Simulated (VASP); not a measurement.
Given:

```xyz
8
Lattice="0.0068 4.4334 4.4321 4.4334 0.0068 4.4321 2.2201 2.2201 0.0000" Properties=species:S:1:pos:R:3 pbc="T T T"
Ti     0.0000     0.0000     0.0000
N      2.2201     2.2201     2.1988
N      4.4549     2.2053     4.4321
N      2.2053     4.4549     4.4321
N      4.4402     4.4402     6.6654
Hf     2.2167     0.0034     2.2161
Hf     0.0034     2.2167     2.2161
Hf     2.2201     2.2201     4.4321
```

All values below come from PBEsol GGA, VASP's PBE PAW potentials (set 64) (plane waves; VASP 6.6.1). Numerical set-up: 520 eV cut-off, 7×7×13 Γ-centred mesh, tetrahedra with Blöchl corrections, potentials Ti_sv N Hf_pv.

### Question
The job: Hf$_{3}$TiN$_{4}$ (ordered alloy cell), 8 atoms, PBEsol, static run, 520 eV, 7×7×13 Γ-centred mesh. Roughly how much core time does it take on a busy server core?

### Answer
About 30 core-minutes (one run on a shared machine, a rough figure). It had 184 irreducible k-points, 37 bands, up to 2375 plane waves and 31 electronic steps.

The structure was generated: Hf3TiN4 was put into an ordered model structure (Cmmm), which need not be its known phase. It was relaxed first.
